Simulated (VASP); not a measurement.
A run of VASP 6.6.1 is set up as follows.

Contents of INCAR:

```
SYSTEM = B
  PREC = Accurate
  ENCUT = 520
  EDIFF = 1E-7
  ISMEAR = 0
  SIGMA = 0.15
  LREAL = .False.
  LASPH = .True.
  NELM = 100
  ALGO = Fast
  ISIF = 2
  LWAVE = .False.
  LCHARG = .False.
  GGA = CA
  NBANDS = 8
```

File KPOINTS:

```
regular mesh
0
Gamma
  33 33 14
  0 0 0
```

Contents of POSCAR:

```
B
1.0
    1.7024335758      0.0000000000      0.0000000000
   -0.8512167879      1.5333247539      0.0000000000
    0.0000000000      0.0000000000      3.6354228500
B
1
Direct
    0.0000000000      0.0000000000      0.0000000000
```

Potentials or basis: VASP PAW LDA potentials, release 64 (B).

Launch:

```console
$ cat potpaw_LDA.64/B/POTCAR > POTCAR
$ mpirun -np 1 vasp_std > vasp.out
```

(1) Estimate the pressure.

(2) Predict the band gap on the k mesh.

Answers

(1) -12.0 GPa.

(2) none (metal or under the smearing width).
